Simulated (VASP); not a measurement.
Input:

```
CELL_PARAMETERS angstrom
      4.25545     0.00000     0.00000
      0.00000     2.45956     0.00000
      0.00000     0.00000    10.39257
ATOMIC_POSITIONS crystal
  C  0.66657 0.00000 0.50001
  C  0.83343 0.50000 0.50001
  C  0.33343 0.00000 0.49999
  C  0.16657 0.50000 0.49999
```

The numbers are results of r2SCAN meta-GGA, VASP's PBE PAW potentials (set 64) (plane waves; VASP 6.6.1), not measurements. Settings: 520 eV cut-off, 6×10×1 Γ-centred mesh, tetrahedra with Blöchl corrections, potentials C.

The cell holds a wide vacuum, so values per volume refer to the whole cell.

What does the run give for the energy per atom (σ→0), largest force, band gap (over mesh and band path) with the smallest direct gap where there is one?

```json
{
 "band gap (over mesh and band path)": "0.32 eV",
 "smallest direct gap (over mesh and band path)": "0.32 eV",
 "energy per atom (σ→0)": "-9.921 eV/atom",
 "largest_force": "0.171 eV/Å"
}
```

Total energies compare only between runs with the same potentials, cut-off and functional.

The cell is a sheet with vacuum, built from a generated structure.
